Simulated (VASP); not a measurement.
RbSnN:

```xyz
6
Lattice="3.5113 0.0000 0.0000 -1.7556 3.0408 0.0000 0.0000 0.0000 12.7915" Properties=species:S:1:pos:R:3 pbc="T T T"
Sn    0.0000    0.0000    0.0866
Sn    0.0000    0.0000    6.4824
Rb    0.0000    2.0272    3.1922
Rb    1.7556    1.0136    9.5879
N     1.7556    1.0136    1.1296
N     0.0000    2.0272    7.5254
```

The cell comes from a database or a generator and needn't be the stable form of this composition.

```yaml
Program: VASP 6.6.1
Task: single point
Functional: PBE
Potentials_or_basis: VASP PAW PBE potentials, release 64 (Sn_d, Rb_sv, N)
Cutoff: 520 eV
k_mesh: 9 × 9 × 2
Occupations: fermi-dirac, width 0.05 eV
Spin: no spin polarisation
```

On this cell: pressure 0.0 GPa; largest force 0.007 eV/Å; band gap on the k mesh 0.82 eV, indirect (least direct gap 0.91 eV).

The same run follows on a disturbed copy (atoms moved at random, drawn with an rms of 0.05 Å):

```
Sn Rb N
1.0
     3.51127    0.00000    0.00000
    -1.75563    3.04085    0.00000
     0.00000    0.00000   12.79150
Sn Rb N
2 2 2
Direct
  0.98889 0.99815 0.00870
  0.00329 0.99907 0.50384
  0.34847 0.69361 0.25133
  0.67035 0.33087 0.75089
  0.68020 0.34063 0.09063
  0.33826 0.65840 0.58674
```

Question: What changes?

Answer: The energy moves by +4.3 meV/atom; pressure -0.2 GPa; largest force 0.348 eV/Å; band gap on the k mesh 0.82 eV, indirect (least direct gap 0.90 eV).

Forces on the atoms (eV/Å):
```
Sn   0.310  0.104 -0.006
Sn   0.075 -0.084  0.329
Rb   0.024 -0.082 -0.044
Rb   0.005 -0.012 -0.143
N   -0.323 -0.044 -0.038
N   -0.091  0.118 -0.098
```

Stress tensor (GPa, compression positive):
```
-0.04  0.01 -0.36
 0.01 -0.14 -0.13
-0.36 -0.13 -0.42
```

Caveats: spin-orbit coupling is left out, which moves the levels of the heavy elements; an odd mesh through Γ misses points on the zone boundary, where band edges often lie.
